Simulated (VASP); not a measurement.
An input for Ansatz (written as the equivalent of a VASP run, and not itself run):

Ansatz 0.2 input:
```yaml
crystal:
  lattice:
    - [0.0000000, 1.7725008, 1.7725008]
    - [1.7725008, 0.0000000, 1.7725008]
    - [1.7725008, 1.7725008, 0.0000000]
  atoms:
    - { symbol: Cu, position: [0.0000000, 0.0000000, 1.0000000] }
kpoints:
  mp_grid: { grid: [18, 18, 18] }
hamiltonian:
  xc: r2scan
  pseudopotentials: { kind: paw }
scf:
  occupations: { method: methfessel_paxton, width: 0.1 }
  max_iter: 100
relax:
  max_steps: 40
  f_tol: 0.02
  cell: { p_target: 5 }
output: { forces: true, stress: true, eigenvalues: true }
```

Problem. Write the VASP files for the same calculation (r2SCAN).

Solution. Several could match; the one computed here: 
### POSCAR
```
Cu
1.0
  0.0000000000   1.7725008092   1.7725008092
  1.7725008092   0.0000000000   1.7725008092
  1.7725008092   1.7725008092   0.0000000000
Cu
1
Direct
  0.0000000000   0.0000000000   1.0000000000
```

File KPOINTS:
```
Automatic mesh
0
Gamma
18 18 18
0 0 0
```

**INCAR**
```
# general
SYSTEM  = Cu
PREC    = Accurate
ENCUT   = 500
LREAL   = .False.
LASPH   = .True.

# electronic loop
EDIFF   = 1E-6
NELM    = 100   # most electronic steps
ALGO    = Normal
LMAXMIX = 4   # l cut-off of mixed one-centre charges
LMIXTAU = .True.

# smearing
ISMEAR  = 1   # Methfessel-Paxton
SIGMA   = 0.1   # width (eV)

# functional
METAGGA = R2SCAN

# ions
IBRION  = 2   # conjugate gradients
NSW     = 40
ISIF    = 3   # ions, shape and volume
EDIFFG  = -0.02   # ionic stop
PSTRESS = 50

# output
LWAVE   = .False.
LCHARG  = .False.
```

POTCAR, in this order: Cu (PBE.64 set). Program: vasp_std.

What does not carry over: each code has its own PAW files, so the cut-off isn't converted (ENCUT is set for VASP's; basis.ecutwfc is left out, and Ansatz then takes the one that its files recommend); Ansatz stops its SCF on the density residual and VASP on the energy change (EDIFF).

The compound is Cu in the fcc structure. This run relaxes it under an external pressure of 5 GPa. Symmetry was kept, so distortions that lower it aren't found.
